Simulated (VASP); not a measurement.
The cell holds one MoS₂ (2H layered) bilayer, with vacuum along c. Ionisation potential and electron affinity count from the cell's own band edges, surface states included.

```xyz
6
Lattice="3.1242 0.0000 0.0000 -1.5621 2.7056 0.0000 0.0000 0.0000 24.8267" Properties=species:S:1:pos:R:3 pbc="T T T"
Mo     1.5621     0.9019     9.3973
Mo     0.0000     1.8038    15.4294
S      0.0000     1.8038    10.9532
S      0.0000     1.8038     7.8454
S      1.5621     0.9019    16.9813
S      1.5621     0.9019    13.8735
```

Calculation: LDA (Ceperley-Alder, Perdew-Zunger), VASP's LDA PAW potentials (set 64) (plane waves; VASP). Numerical set-up: 400 eV cut-off, 12×12×1 Γ-centred mesh, Gaussian smearing of 0.050 eV, potentials Mo_sv S.

```
Quantity                                       Result
----------------------------------------  -----------
energy to cut it from the bulk, per area  13.2 meV/Å²
ionisation potential                          5.62 eV
electron affinity                             4.44 eV
```

The cell is a sheet with vacuum, built from MoS2 (2H layered).
